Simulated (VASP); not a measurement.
Computed with r2SCAN+rVV10, VASP's PBE PAW potentials (set 64) (plane waves; VASP).

The input files of a VASP run:

**POSCAR**
```
Al
1.0
  0.0000000000   1.9891761407   1.9891761407
  1.9891761407   0.0000000000   1.9891761407
  1.9891761407   1.9891761407   0.0000000000
Al
1
Cartesian
  0.0000000000   0.0000000000   0.0000000000
```

### INCAR
```
SYSTEM = Al
PREC = Accurate; ENCUT = 520; LREAL = .FALSE.
LASPH = .TRUE.
EDIFF = 1E-6; NELM = 100; ALGO = Normal
LMIXTAU = .TRUE.
ISMEAR = 1; SIGMA = 0.1
METAGGA = R2SCAN; LUSE_VDW = .TRUE.; BPARAM = 11.95
CPARAM = 0.0093
IBRION = 2; NSW = 60; ISIF = 3
EDIFFG = -0.01
LWAVE = .FALSE.; LCHARG = .FALSE.
```

### KPOINTS
```
Automatic mesh
0
Gamma
14 14 14
0 0 0
```

POTCAR, in this order: Al (PBE.64 set). Program: vasp_std.

### Question
Estimate the energy per atom (σ→0), band gap (on the k-mesh).

### Answer

The energy per atom (σ→0) is -643.3 kJ/mol of atoms. The band gap (on the k-mesh) comes out as none (metal, semimetal or under 0.01 eV).

OSZICAR:
```
...
DAV:  11    -0.666988338633E+01   -0.10560E-02   -0.11661E-04  1340   0.884E-02    0.149E-01
DAV:  12    -0.666781357462E+01    0.20698E-02   -0.45577E-04  1260   0.157E-01    0.525E-02
DAV:  13    -0.666781604361E+01   -0.24690E-05   -0.51273E-05  1410   0.720E-02    0.462E-02
DAV:  14    -0.666782654140E+01   -0.10498E-04   -0.39950E-06  1085   0.242E-02    0.527E-02
DAV:  15    -0.666781521417E+01    0.11327E-04   -0.75152E-06  1135   0.291E-02    0.664E-02
DAV:  16    -0.666781462857E+01    0.58560E-06   -0.10990E-05  1290   0.345E-02    0.681E-02
DAV:  17    -0.666781558722E+01   -0.95865E-06   -0.59000E-07   860   0.851E-03
   1 F= -.66678156E+01 E0= -.66676601E+01  d E =-.666782E+01
```

The compound is Al in the fcc structure. It was relaxed first, which changed the volume by -5 %. The start is the result of an earlier pass.
